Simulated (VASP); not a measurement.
# NbWS4 (Pm) in VASP: band structure with PBE

Aim: the band structure of NbWS4 with PBE.

All numbers are computed with VASP 6.6.1; they aren't measurements. Logs are shortened: lines on timing, memory, paths and dates and some standing lists are left out, and cuts for length are marked.

## 1. The structure

Symmetry: Pm, No. 6, monoclinic system. The conventional cell has a = 5.685 Å, b = 3.274 Å, c = 6.900 Å, α = 90.00°, β = 106.02°, γ = 90.00°. Nb (site symmetry m) has 6 S at 2.46 to 2.48 Å as nearest neighbours. Around W (site symmetry m) lie 6 S at 2.42 to 2.43 Å. Around S (site symmetry m) lie 1 W at 2.42 Å and 2 Nb at 2.46 Å. S (site symmetry m) is surrounded by 1 W at 2.42 Å and 2 Nb at 2.46 Å. S (site symmetry m) is surrounded by 2 W at 2.43 Å and 1 Nb at 2.48 Å. S (site symmetry m) has 2 W at 2.43 Å and 1 Nb at 2.48 Å as nearest neighbours.

The cell was built by a generator and needn't be a form met in nature.

## 2. Band structure, PBE

File INCAR:

```
SYSTEM = NbWS4
PREC = Accurate
ENCUT = 520
EDIFF = 1E-6
ISMEAR = 0
SIGMA = 0.1
LREAL = .False.
LASPH = .True.
NELM = 80
ALGO = Normal
ISIF = 2
LWAVE = .False.
LCHARG = .False.
LMAXMIX = 4
GGA = PE
KPAR = 4
```

File KPOINTS:

```
regular mesh
0
Gamma
  6 10 6
  0 0 0
```

File POSCAR:

```
NbWS4
1.0
    5.6847400000      0.0000000000      0.0000000000
    0.0000000000      3.2736600000      0.0000000000
   -1.9046470000      0.0000000000      6.6318200000
Nb W S
1 1 4
Direct
    0.9955310000      0.0000000000      0.9999980000
    0.5041640000      0.5000000000      0.0001320000
    0.7490940000      0.5000000000      0.7635570000
    0.9076380000      0.5000000000      0.2367060000
    0.2613460000      0.0000000000      0.7683840000
    0.4164430000      0.0000000000      0.2318250000
```

File KPOINTS_OPT:

```
path GYHCEM1AXH1,MDZ,YD
10
line-mode
reciprocal
 0.0000000000  0.0000000000  0.0000000000  G
 0.0000000000  0.0000000000  0.5000000000  Y

 0.0000000000  0.0000000000  0.5000000000  Y
-0.4181494644  0.0000000000  0.6400991290  H

-0.4181494644  0.0000000000  0.6400991290  H
-0.5000000000  0.0000000000  0.5000000000  C

-0.5000000000  0.0000000000  0.5000000000  C
-0.5000000000  0.5000000000  0.5000000000  E

-0.5000000000  0.5000000000  0.5000000000  E
-0.5818505356  0.5000000000  0.3599008710  M1

-0.5818505356  0.5000000000  0.3599008710  M1
-0.5000000000  0.5000000000  0.0000000000  A

-0.5000000000  0.5000000000  0.0000000000  A
-0.5000000000  0.0000000000  0.0000000000  X

-0.5000000000  0.0000000000  0.0000000000  X
-0.5818505356  0.0000000000  0.3599008710  H1

-0.4181494644  0.5000000000  0.6400991290  M
 0.0000000000  0.5000000000  0.5000000000  D

 0.0000000000  0.5000000000  0.5000000000  D
 0.0000000000  0.5000000000  0.0000000000  Z

 0.0000000000  0.0000000000  0.5000000000  Y
 0.0000000000  0.5000000000  0.5000000000  D
```

Potentials or basis: VASP PAW PBE potentials, release 64 (Nb_sv, W_sv, S).

Command:

```
$ cat potpaw_PBE.64/Nb_sv/POTCAR potpaw_PBE.64/W_sv/POTCAR potpaw_PBE.64/S/POTCAR > POTCAR
$ mpirun -np 4 vasp_std > vasp.out
```

OUTCAR:

```text
SYSTEM = NbWS4
   PREC = Accurate
   ENCUT = 520
   EDIFF = 1E-6
   ISMEAR = 0
   LREAL = .False.
   LASPH = .True.
   NELM = 80
   ISIF = 2
   GGA = PE

 ion  position               nearest neighbor table
   1  0.996  0.000  1.000-   3 2.46   3 2.46   4 2.46   4 2.46   5 2.48   6 2.48   2 3.24   2 3.24

   2  0.504  0.500  0.000-   3 2.42   4 2.42   5 2.43   5 2.43   6 2.43   6 2.43   1 3.24   1 3.24

   3  0.749  0.500  0.764-   2 2.42   1 2.46   1 2.46
   4  0.908  0.500  0.237-   2 2.42   1 2.46   1 2.46
   5  0.261  0.000  0.768-   2 2.43   2 2.43   1 2.48
   6  0.416  0.000  0.232-   2 2.43   2 2.43   1 2.48

  LATTYP: Found a simple monoclinic cell.
 ALAT       =     5.6847400000
 B/A-ratio  =     0.5758680256
 C/A-ratio  =     1.2137594696
 COS(beta)  =    -0.2760395173

  Lattice vectors:

 A1 = (   5.6847400000,   0.0000000000,   0.0000000000)
 A2 = (   0.0000000000,   3.2736600000,   0.0000000000)
 A3 = (  -1.9046470000,   0.0000000000,   6.6318200000)

Analysis of symmetry for initial positions (statically):
=====================================================================
 Subroutine PRICEL returns:
 Original cell was already a primitive cell.

 Routine SETGRP: Setting up the symmetry group for a
 simple monoclinic supercell.

 Subroutine GETGRP returns: Found  2 space group operations
 (whereof  2 operations were pure point group operations)
 out of a pool of  4 trial point group operations.

The static configuration has the point symmetry C_1h.

Analysis of symmetry for dynamics (positions and initial velocities):
=====================================================================
 Subroutine PRICEL returns:
 Original cell was already a primitive cell.

 Routine SETGRP: Setting up the symmetry group for a
 simple monoclinic supercell.

 Subroutine GETGRP returns: Found  2 space group operations
 (whereof  2 operations were pure point group operations)
 out of a pool of  4 trial point group operations.

The dynamic configuration has the point symmetry C_1h.

 Subroutine INISYM returns: Found  2 space group operations
 (whereof  2 operations are pure point group operations),
 and found     1 'primitive' translations

----------------------------------------------------------------------------------------

                                     Primitive cell

  volume of cell :     123.4175

  direct lattice vectors                    reciprocal lattice vectors
     5.684740000  0.000000000  0.000000000     0.175909540  0.000000000  0.050520910
     0.000000000  3.273660000  0.000000000     0.000000000  0.305468497  0.000000000
    -1.904647000  0.000000000  6.631820000     0.000000000  0.000000000  0.150788170

  length of vectors
     5.684740000  3.273660000  6.899907007     0.183020569  0.305468497  0.150788170

  position of ions in fractional coordinates (direct lattice)
     0.995531000  0.000000000  0.999998000
     0.504164000  0.500000000  0.000132000
     0.749094000  0.500000000  0.763557000
     0.907638000  0.500000000  0.236706000
     0.261346000  0.000000000  0.768384000
     0.416443000  0.000000000  0.231825000

  ion indices of the primitive-cell ions
   primitive index   ion index
                 1           1
                 2           2
                 3           3
                 4           4
                 5           5
                 6           6

----------------------------------------------------------------------------------------

 KPOINTS: regular mesh

Automatic generation of k-mesh.
 Grid dimensions read from file:
 generate k-points for:    6   10    6

 Generating k-lattice:

  Cartesian coordinates                     Fractional coordinates (reciprocal lattice)
     0.029318257  0.000000000  0.008420152     0.166666667  0.000000000 -0.000000000
     0.000000000  0.030546850  0.000000000     0.000000000  0.100000000  0.000000000
     0.000000000  0.000000000  0.025131362     0.000000000  0.000000000  0.166666667

  Length of vectors
     0.030503428  0.030546850  0.025131362

  Shift w.r.t. Gamma in fractional coordinates (k-lattice)
     0.000000000  0.000000000  0.000000000

 Subroutine IBZKPT returns following result:
 ===========================================

 Found    120 irreducible k-points:

 Following reciprocal coordinates:
            Coordinates               Weight
  0.000000  0.000000  0.000000      1.000000
  0.166667  0.000000  0.000000      2.000000
  0.333333  0.000000  0.000000      2.000000
  0.500000  0.000000 -0.000000      1.000000
  0.000000  0.100000  0.000000      2.000000
  0.166667  0.100000  0.000000      4.000000
[... 16 lines left out ...]
  0.333333  0.500000  0.000000      2.000000
  0.500000  0.500000 -0.000000      1.000000
 [... further k-points ...]
   k-points           NKPTS =    120   k-points in BZ     NKDIM =    120   number of bands    NBANDS=     30
   number of dos      NEDOS =    301   number of ions     NIONS =      6
   total plane-waves  NPLWV =  54432
   dimension x,y,z NGX =    42 NGY =   24 NGZ =   54
   dimension x,y,z NGXF=    84 NGYF=   48 NGZF=  108
   ions per type =               1   1   4
   NGX,Y,Z   is equivalent  to a cutoff of  12.28, 12.19, 13.01 a.u.
   NGXF,Y,Z  is equivalent  to a cutoff of  24.57, 24.38, 26.02 a.u.
 SYSTEM =  NbWS4
   PREC   = accura    normal or accurate (medium, high low for compatibility)
   ISTART =      0    job   : 0-new  1-cont  2-samecut
   ICHARG =      2    charge: 1-file 2-atom 10-const
   ISPIN  =      1    spin polarized calculation?
   LNONCOLLINEAR =      F non collinear calculations
   LSORBIT =      F    spin-orbit coupling
   LASPH  =      T    aspherical Exc in radial PAW
   ENCUT  =  520.0 eV  38.22 Ry    6.18 a.u.  10.57  6.09 12.83*2*pi/ulx,y,z
   NELM   =     80;   NELMIN=  2; NELMDL= -5     # of ELM steps
   EDIFF  = 0.1E-05   stopping-criterion for ELM
   LREAL  =      F    real-space projection
   EDIFFG = 0.1E-04   stopping-criterion for IOM
   NSW    =      0    number of steps for IOM
   IBRION =     -1    ionic relax: 0-MD 1-quasi-New 2-CG
   NFREE  =      0    steps in history (QN), initial steepest desc. (CG)
   ISIF   =      2    stress and relaxation
   ISYM   =      2    0-nonsym 1-usesym 2-fastsym
   POTIM  = 0.5000    time-step for ionic-motion
   TEBEG  =    0.0;   TEEND  =   0.0 temperature during run
   PSTRESS=    0.0 pullay stress
   NELECT =      51.0000    total number of electrons
   NUPDOWN=      -1.0000    fix difference up-down
   EMIN   =  10.00;   EMAX   =-10.00  energy-range for DOS
   EFERMI =   0.00;   METHOD = LEGACY
   ISMEAR =     0;   SIGMA  =   0.10  broadening in eV -4-tet -1-fermi 0-gaus
   EFERMI_NEDOS =   21; number of points for ismear=-14 and -15
   IALGO  =     38    algorithm
   IMIX   =      4    mixing-type and parameters
     AMIX     =   0.40;   BMIX     =  1.00
     AMIX_MAG =   1.60;   BMIX_MAG =  1.00
  volume/ion in A,a.u.               =      20.57       138.81
  Fermi-wavevector in a.u.,A,eV,Ry     =   1.219381  2.304295 20.230351  1.486889
  Thomas-Fermi vector in A             =   2.354635
   LORBIT       =      0    0 simple, 1 ext, 2 COOP (PROOUT), +10 PAW based schemes
   GGA     = PE    functional components
   LHFCALC =     F    Hartree Fock is set to
   AEXX    =    0.0000 exact exchange contribution
   IVDW    =     0    specifies the selected vdW correction
   LEPSILON=     F    determine dielectric tensor
   LRPA    =     F    only Hartree local field effects (RPA)
 non-spin polarized calculation
 Gauss-broadening in eV      SIGMA  =   0.10
  energy-cutoff  :      520.00
  volume of cell :      123.42
 maximum number of plane-waves:      3360
   NGX = 21   NGY = 13   NGZ = 25

 number of electron      50.9999998 magnetization

 Free energy of the ion-electron system (eV)
  ---------------------------------------------------
  ext. energy  EPLUGINS =         0.00000000
  ---------------------------------------------------
  free energy    TOTEN  =       -45.28604613 eV

  energy without entropy =      -45.27481652  energy(sigma->0) =      -45.28043132

 E-fermi :   5.3167     XC(G=0):  -9.9899

 val. band max:        5.2412069036   @ k =   0.0000   0.2000   0.3333
 cond. band min:       5.3291564627   @ k =   0.1667   0.4000   0.1667
 fundamental gap:      0.0879495591
 Fermi energy:         5.3166680741

 k-point     1 :       0.0000    0.0000    0.0000
  band No.  band energies     occupation
      1     -68.8259      2.00000
      2     -49.4814      2.00000
      3     -33.0583      2.00000
      4     -33.0098      2.00000
      5     -32.9507      2.00000
      6     -25.5987      2.00000
[... 22 lines left out ...]
     29       8.2374      0.00000
     30       8.3425      0.00000

 k-point     2 :       0.1667    0.0000    0.0000
  band No.  band energies     occupation
      1     -68.8259      2.00000
      2     -49.4814      2.00000
      3     -33.0577      2.00000
      4     -33.0097      2.00000
      5     -32.9507      2.00000
      6     -25.5988      2.00000
[... 22 lines left out ...]
     29       8.1706      0.00000
     30       8.4517      0.00000

 k-point     3 :       0.3333    0.0000    0.0000
  band No.  band energies     occupation
      1     -68.8259      2.00000
      2     -49.4814      2.00000
      3     -33.0566      2.00000
      4     -33.0097      2.00000
      5     -32.9506      2.00000
      6     -25.5990      2.00000
[... 22 lines left out ...]
     29       8.2293      0.00000
     30       8.3317      0.00000

 k-point     4 :       0.5000    0.0000   -0.0000
  band No.  band energies     occupation
      1     -68.8259      2.00000
      2     -49.4814      2.00000
      3     -33.0561      2.00000
      4     -33.0097      2.00000
      5     -32.9506      2.00000
      6     -25.6009      2.00000
[... 616 lines left out ...]
     29       8.2931      0.00000
     30       8.9292      0.00000

 k-point    23 :       0.3333    0.5000    0.0000
  band No.  band energies     occupation
      1     -68.8204      2.00000
      2     -49.4588      2.00000
      3     -33.1207      2.00000
      4     -33.0390      2.00000
      5     -32.9876      2.00000
      6     -25.7618      2.00000
[... 22 lines left out ...]
     29       8.4045      0.00000
     30       8.8322      0.00000

 k-point    24 :       0.5000    0.5000   -0.0000
  band No.  band energies     occupation
      1     -68.8205      2.00000
      2     -49.4588      2.00000
      3     -33.1209      2.00000
      4     -33.0392      2.00000
      5     -32.9876      2.00000
      6     -25.7610      2.00000
[... 22 lines left out ...]
     29       8.4871      0.00000
     30       8.7981      0.00000

 [... further k-points ...]

------------------------ aborting loop because EDIFF is reached ----------------------------------------

  FORCE on cell =-STRESS in cart. coord.  units (eV):
  Direction    XX          YY          ZZ          XY          YZ          ZX
  --------------------------------------------------------------------------------------
  -------------------------------------------------------------------------------------
  Total       -0.0150321      0.0089945      0.0369004      0.0000000      0.0000000      0.0103663
  in kB       -0.1951430      0.1167644      0.4790320      0.0000000      0.0000000      0.1345729
  external PRESSURE =       0.1335511 kB  Pullay stress =       0.0000000 kB

 VOLUME and BASIS-vectors are now :
 -----------------------------------------------------------------------------
  energy-cutoff  :      520.00
  volume of cell :      123.42
      direct lattice vectors                 reciprocal lattice vectors
     5.684740000  0.000000000  0.000000000     0.175909540  0.000000000  0.050520910
     0.000000000  3.273660000  0.000000000     0.000000000  0.305468497  0.000000000
    -1.904647000  0.000000000  6.631820000     0.000000000  0.000000000  0.150788170

 POSITION                                       TOTAL-FORCE (eV/Angst)
 -----------------------------------------------------------------------------------
      3.75469      0.00000      6.63181        -0.001740      0.000000      0.001169
      2.86579      1.63683      0.00088         0.005194      0.000000     -0.001848
      2.80410      1.63683      5.06377        -0.000703      0.000000      0.004537
      4.70884      1.63683      1.56979         0.000672      0.000000     -0.003927
      0.02218      0.00000      5.09578        -0.004311      0.000000      0.008221
      1.92583      0.00000      1.53742         0.000889      0.000000     -0.008152
 -----------------------------------------------------------------------------------
    total drift:                               -0.000499     -0.000000      0.000161

  FREE ENERGIE OF THE ION-ELECTRON SYSTEM (eV)
  ---------------------------------------------------
  free  energy   TOTEN  =       -45.2860461296 eV

  energy  without entropy=      -45.2748165191  energy(sigma->0) =      -45.28043132
```

It took 2.2 min on 4 MPI ranks of Intel Xeon Platinum 8488C (Sapphire Rapids), shared host; peak memory 0.72 GiB.

Results:

* Free energy: -45.2860 eV
* Pressure: 0.0 GPa
* Largest force: 0.009 eV/Å
* Band gap along the path: none (metal or under the smearing width)

Forces in eV/Å, atoms in the order of the input:
```
Nb  -0.002  0.000  0.001
W    0.005  0.000 -0.002
S   -0.001  0.000  0.005
S    0.001  0.000 -0.004
S   -0.004  0.000  0.008
S    0.001  0.000 -0.008
```

Levels at the corners of the path, in eV from the Fermi level:
```tsv
point	band 24	band 25	band 26	band 27	band 28	band 29
Γ	-0.90	-0.45	0.27	2.80	2.89	2.93
Y	-1.15	-0.51	0.96	2.81	2.92	2.96
Y	-1.15	-0.51	0.96	2.80	2.91	2.96
H	-1.17	-0.62	0.02	2.56	2.58	2.90
H	-1.17	-0.62	0.02	2.56	2.58	2.92
C	-1.24	-0.51	-0.16	2.57	2.64	2.89
C	-1.24	-0.51	-0.16	2.57	2.64	2.89
E	-1.25	-0.42	-0.39	2.60	3.05	3.20
E	-1.25	-0.42	-0.39	2.60	3.05	3.20
M1	-1.34	-0.38	-0.37	2.59	3.07	3.22
M1	-1.34	-0.38	-0.37	2.59	3.07	3.22
A	-1.19	-0.49	-0.47	2.61	3.07	3.17
A	-1.19	-0.49	-0.47	2.61	3.07	3.17
X	-1.12	-0.53	-0.12	2.34	2.54	2.71
X	-1.12	-0.53	-0.12	2.34	2.54	2.71
H1	-1.17	-0.62	0.02	2.56	2.58	2.91
M	-1.34	-0.38	-0.37	2.59	3.07	3.22
D	-1.38	-0.31	-0.22	2.40	3.00	3.28
D	-1.38	-0.31	-0.22	2.40	3.00	3.28
Z	-1.38	-0.32	-0.18	2.24	2.68	2.95
Y	-1.15	-0.51	0.96	2.80	2.91	2.97
D	-1.38	-0.31	-0.22	2.40	3.00	3.28
```

Caveat: spin-orbit coupling is left out, which moves the levels of the heavy elements; this functional lacks dispersion, which binds the layers, so the pressure and a relaxed spacing across them are unreliable.
